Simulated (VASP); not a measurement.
OSZICAR of a VASP run on SnO (litharge):

### OSZICAR
```
       N       E                     dE             d eps       ncg     rms          rms(c)
DAV:   1     0.392472961374E+03    0.39247E+03   -0.20381E+04  2952   0.249E+03
DAV:   2     0.286354851664E+02   -0.36384E+03   -0.35702E+03  3120   0.568E+02
DAV:   3    -0.241969922316E+02   -0.52832E+02   -0.52280E+02  3392   0.191E+02
DAV:   4    -0.262910294509E+02   -0.20940E+01   -0.20915E+01  3360   0.423E+01
DAV:   5    -0.263457613499E+02   -0.54732E-01   -0.54726E-01  3664   0.693E+00    0.117E+01
RMM:   6    -0.225703924072E+02    0.37754E+01   -0.16140E+01  3279   0.208E+01    0.427E+00
RMM:   7    -0.226732030338E+02   -0.10281E+00   -0.22341E+00  3501   0.904E+00    0.260E+00
RMM:   8    -0.226791775603E+02   -0.59745E-02   -0.41942E-01  3475   0.413E+00    0.889E-01
RMM:   9    -0.226717318183E+02    0.74457E-02   -0.18056E-01  3701   0.192E+00    0.416E-01
RMM:  10    -0.226727933760E+02   -0.10616E-02   -0.16325E-02  3511   0.911E-01    0.235E-01
RMM:  11    -0.226727031809E+02    0.90195E-04   -0.27663E-03  3338   0.433E-01    0.357E-02
RMM:  12    -0.226727311733E+02   -0.27992E-04   -0.74125E-04  3730   0.220E-01    0.400E-02
RMM:  13    -0.226727398182E+02   -0.86449E-05   -0.14518E-04  3139   0.844E-02    0.159E-02
RMM:  14    -0.226727395203E+02    0.29791E-06   -0.25526E-05  1981   0.379E-02
   1 F= -.23611719E+02 E0= -.23611708E+02  d E =-.236117E+02
       N       E                     dE             d eps       ncg     rms          rms(c)
DAV:   1    -0.226716088218E+02    0.11310E-02   -0.74896E+00  3448   0.170E+01    0.522E-01
RMM:   2    -0.226825141846E+02   -0.10905E-01   -0.12921E-01  3222   0.367E+00    0.246E-01
RMM:   3    -0.226887776698E+02   -0.62635E-02   -0.66845E-02  3889   0.217E+00    0.164E-01
RMM:   4    -0.226892020415E+02   -0.42437E-03   -0.42166E-03  3790   0.559E-01    0.158E-01
RMM:   5    -0.226893545536E+02   -0.15251E-03   -0.11476E-03  3748   0.282E-01    0.453E-02
RMM:   6    -0.226893601405E+02   -0.55870E-05   -0.15240E-04  3301   0.109E-01    0.104E-01
RMM:   7    -0.226893369238E+02    0.23217E-04   -0.89104E-05  3079   0.946E-02    0.111E-02
RMM:   8    -0.226893385105E+02   -0.15867E-05   -0.31380E-05  2143   0.445E-02
   2 F= -.23629118E+02 E0= -.23628883E+02  d E =-.173997E-01
       N       E                     dE             d eps       ncg     rms          rms(c)
DAV:   1    -0.226892789084E+02    0.58015E-04   -0.95767E-02  3672   0.187E+00    0.727E-02
RMM:   2    -0.226894111962E+02   -0.13229E-03   -0.15620E-03  3252   0.406E-01    0.342E-02
RMM:   3    -0.226894822827E+02   -0.71087E-04   -0.81052E-04  3710   0.239E-01    0.149E-02
RMM:   4    -0.226894884732E+02   -0.61905E-05   -0.58138E-05  2437   0.658E-02
   3 F= -.23629355E+02 E0= -.23629116E+02  d E =-.176365E-01
```

Q: Which electronic solver shows in the log?

A: It is blocked Davidson (ALGO = Normal, or the opening steps of other solvers) and then RMM-DIIS (ALGO = Fast or VeryFast). The INCAR had ALGO = Fast.

Q: Can the final energy be trusted as converged?

A: The run converged. It stopped with EDIFF = 1E-5, NELM = 100, NSW = 20 and EDIFFG = -0.03 after 3 ionic steps (PBE GGA with D3 dispersion (Becke-Johnson damping), plane waves, VASP's PBE PAW potentials (set 64)).

The compound is SnO in the litharge structure. This run relaxes the ions in a fixed cell. Symmetry was kept, so distortions that lower it aren't found.
